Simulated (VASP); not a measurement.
Given:

```yaml
crystal:
  lattice:
    - [5.52969, 0.00000, 0.00000]
    - [0.00000, 5.52969, 0.00000]
    - [0.00000, 0.00000, 9.73672]
  atoms:
    - { symbol: Cs, position: [0.00000, 0.50000, 0.00000] }
    - { symbol: Cs, position: [0.50000, 0.00000, 0.50000] }
    - { symbol: I, position: [0.00000, 0.00000, 0.25000] }
    - { symbol: I, position: [0.00000, 0.00000, 0.75000] }
```

Computed with PBE GGA, VASP's PBE PAW potentials (set 64) (plane waves; VASP). Run with 400 eV cut-off, 4×4×2 Γ-centred mesh, Gaussian smearing of 0.050 eV, potentials Cs_sv I.

Unless said otherwise, spin-orbit coupling is left out, though it shifts the bands of the heavy elements here.

Estimate the energy per atom (σ→0), band gap (on the k-mesh) with the smallest direct gap where there is one.

```
Quantity                                     Result
-----------------------------------  --------------
band gap (on the k-mesh)                    3.11 eV
smallest direct gap (on the k-mesh)         3.11 eV
energy per atom (σ→0)                -2.601 eV/atom
```

The structure was generated: CsI was put into the PtS type (P4_2/mmc), which need not be its known phase. The cell was not relaxed at this level.
